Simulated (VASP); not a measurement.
```xyz
2
Lattice="0.0000 3.3300 3.3300 3.3300 0.0000 3.3300 3.3300 3.3300 0.0000" Properties=species:S:1:pos:R:3 pbc="T T T"
Sr     0.0000     0.0000     0.0000
Te     3.3300     3.3300     3.3300
```

These are rev-vdW-DF2, VASP's PBE PAW potentials (set 64) (plane waves; VASP) values and carry that method's errors. Numerical set-up: 520 eV cut-off, Gaussian smearing of 0.050 eV, potentials Sr_sv Te.

Unless said otherwise, spin-orbit coupling is left out, though it shifts the bands of the heavy elements here.

### Question
Give the energies of bands 6 to 11 at the high-symmetry points, in eV from the valence-band maximum.

### Answer

```json
[
 {"band": "6", "Γ": "0.00", "X": "-1.98", "U": "-1.79", "L": "-2.85", "W": "-1.58"},
 {"band": "7", "Γ": "0.00", "X": "-0.74", "U": "-1.76", "L": "-1.11", "W": "-1.58"},
 {"band": "8", "Γ": "0.00", "X": "-0.74", "U": "-0.96", "L": "-1.11", "W": "-1.53"},
 {"band": "9", "Γ": "2.80", "X": "1.67", "U": "2.77", "L": "3.86", "W": "3.89"},
 {"band": "10", "Γ": "3.23", "X": "3.85", "U": "4.90", "L": "5.12", "W": "3.89"},
 {"band": "11", "Γ": "3.23", "X": "4.81", "U": "5.49", "L": "5.29", "W": "4.44"}
]
```

The gap is indirect, 1.67 eV, from the valence maximum at Γ to the conduction minimum at X.

The compound is SrTe in the rock salt structure. The cell was not relaxed at this level.
